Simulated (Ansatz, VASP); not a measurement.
## One calculation of Bi3PO3, two programs

```xyz
7
Lattice="5.2221 0.0000 0.0000 0.0000 5.2221 0.0000 0.0000 0.0000 5.2221" Properties=species:S:1:pos:R:3 pbc="T T T"
Bi    2.6111    2.6111    0.0000
Bi    0.0000    2.6111    2.6111
Bi    2.6111    0.0000    2.6111
P     2.6111    2.6111    2.6111
O     2.6111    0.0000    0.0000
O     0.0000    2.6111    0.0000
O     0.0000    0.0000    2.6111
```

Change from the starting cell: species swapped into the Ce3GaBr3 type (Pm-3m, No. 221).

Alike in both runs: task single point; functional PBE; k mesh 4 × 4 × 4; occupations gaussian, width 0.1 eV; no spin polarisation.

```csv
,VASP,Ansatz
version,VASP 6.6.1,Ansatz 0.2.0
potentials or method,"VASP PAW PBE potentials, release 64 (Bi_d, P, O)","scalar-relativistic, plane waves, PAW"
plane-wave cutoff (eV),520,420
valence electrons in the cell,68,68
```

```csv
,VASP,Ansatz,Ansatz less VASP
gap on the k mesh at the Fermi level (eV),none,none,-
pressure (GPa),0.6,0.7,+0.10
```

A gap of «none» marks a metal or a gap that the smearing closes.

Caveats: spin-orbit coupling is left out, which moves the levels of the heavy elements.
